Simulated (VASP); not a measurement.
Here is the system:

```
CELL_PARAMETERS angstrom
      2.85350     0.00000     0.00000
      0.00000     2.85350     0.00000
      0.00000     0.00000     4.10455
ATOMIC_POSITIONS crystal
  Ti 0.00000 0.00000 0.00000
  Al 0.50000 0.50000 0.50000
```

Computed with PW91 GGA, VASP's PBE PAW potentials (set 64) (plane waves; VASP). Settings: 520 eV cut-off, 13×13×9 Γ-centred mesh, first-order Methfessel-Paxton smearing of 0.10 eV, potentials Ti_sv Al.

**Question.** Give the stress tensor in GPa (positive for a compressed cell).

**Answer.** 
```
-3.18   0.00   0.00
 0.00  -3.18   0.00
 0.00   0.00  -3.07
```
The pressure is its mean diagonal, -3.14 GPa.

The compound is TiAl in the L1_0 structure. This cell is one point of a volume scan, at 1.03 of the reference volume. The electron count is odd and the run is not spin-polarised, which forces a metal.
